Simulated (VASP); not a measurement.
The cell holds one CdI$_{2}$ (1T layered) monolayer, with vacuum along c. Ionisation potential and electron affinity count from the cell's own band edges, surface states included.

Input:

```yaml
crystal:
  lattice:
    - [4.28084, 0.00000, 0.00000]
    - [-2.14042, 3.70732, 0.00000]
    - [0.00000, 0.00000, 19.73179]
  atoms:
    - { symbol: I, position: [0.66667, 0.33333, 0.41154] }
    - { symbol: I, position: [0.33333, 0.66667, 0.58846] }
    - { symbol: Cd, position: [0.00000, 0.00000, 0.50000] }
```

Calculation: optB88-vdW, VASP's PBE PAW potentials (set 64) (plane waves; VASP). Run with 400 eV cut-off, 12×12×1 Γ-centred mesh, Gaussian smearing of 0.050 eV, potentials I Cd.

Question: Predict its energy to cut it from the bulk, per area, ionisation potential, electron affinity.

Answer: 
The energy to cut it from the bulk, per area is 15.8 meV/Å². The ionisation potential is 6.54 eV. The electron affinity is 4.21 eV.

The cell is a sheet with vacuum, built from CdI2 (1T layered).
